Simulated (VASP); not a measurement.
```xyz
4
Lattice="3.0469 0.0000 0.0000 -1.5235 2.6387 0.0000 0.0000 0.0000 8.1813" Properties=species:S:1:pos:R:3 pbc="T T T"
Ta     0.0000     0.0000     0.0000
Ta     0.0000     0.0000     4.0906
Ge     0.0000     1.7591     2.0453
Ge     1.5235     0.8796     6.1360
```

All values below come from PBEsol GGA, VASP's PBE PAW potentials (set 64) (plane waves; VASP 6.6.1). Settings: 400 eV cut-off, 13×13×4 Γ-centred mesh, tetrahedra with Blöchl corrections, potentials Ta_pv Ge_d.

Unless said otherwise, spin-orbit coupling is left out, though it shifts the bands of the heavy elements here.

**Question.** Tabulate the total density of states (states/eV per cell) against energy (eV; zero at the valence-band maximum or, without a gap, the Fermi level).

**Answer.** 
```
E (eV) | DOS (states/eV)
    -9.90 | ####### 0.87
    -9.69 | ####### 0.91
    -9.49 | ####### 0.94
    -9.18 | ######## 1.02
    -8.97 | ########## 1.23
    -8.76 | ########## 1.31
    -8.55 | ######### 1.22
    -8.35 | ######### 1.15
    -8.14 | ######## 1.08
    -7.83 | ####### 0.96
    -7.62 | #### 0.54
    -7.41 | # 0.10
    -7.20 | # 0.11
    -7.00 | # 0.14
    -6.68 | # 0.18
    -6.48 | ## 0.22
    -6.27 | ### 0.39
    -6.06 | #### 0.52
    -5.85 | ###### 0.72
    -5.54 | ######## 1.05
    -5.33 | ########## 1.33
    -5.13 | ############### 1.92
    -4.92 | ################## 2.31
    -4.71 | ################## 2.36
    -4.50 | ################ 2.12
    -4.19 | ################# 2.21
    -3.99 | ############### 1.93
    -3.78 | ################ 2.12
    -3.57 | ############# 1.69
    -3.36 | ############### 1.90
    -3.05 | ################### 2.50
    -2.85 | ########################### 3.50
    -2.64 | ##################### 2.72
    -2.43 | ############################ 3.66
    -2.22 | ########################## 3.40
    -1.91 | ######################## 3.17
    -1.70 | ####################### 2.99
    -1.50 | #################### 2.65
    -1.29 | ################## 2.37
    -1.08 | ################## 2.31
    -0.87 | ################# 2.22
    -0.56 | ################### 2.44
    -0.35 | ################ 2.13
    -0.15 | ############### 1.94
     0.06 | ############# 1.67
     0.27 | ################# 2.19
     0.58 | ##################### 2.67
     0.79 | ################### 2.51
     0.99 | ############## 1.87
     1.20 | ####################### 2.97
     1.41 | ############################## 3.89
     1.72 | ##################### 2.78
     1.93 | ################## 2.33
     2.14 | ####################### 2.94
     2.34 | #################### 2.57
     2.55 | ################### 2.43
     2.76 | ################## 2.38
     3.07 | #################### 2.66
     3.28 | ################## 2.30
     3.48 | ############## 1.87
```
Within 2 eV below the Fermi level the largest weight inside VASP's projection spheres is Ta d, then Ge p.

The structure was generated: TaGe was put into the NiAs type (P6_3/mmc), which need not be its known phase. It was relaxed first, which changed the volume by -23 %.
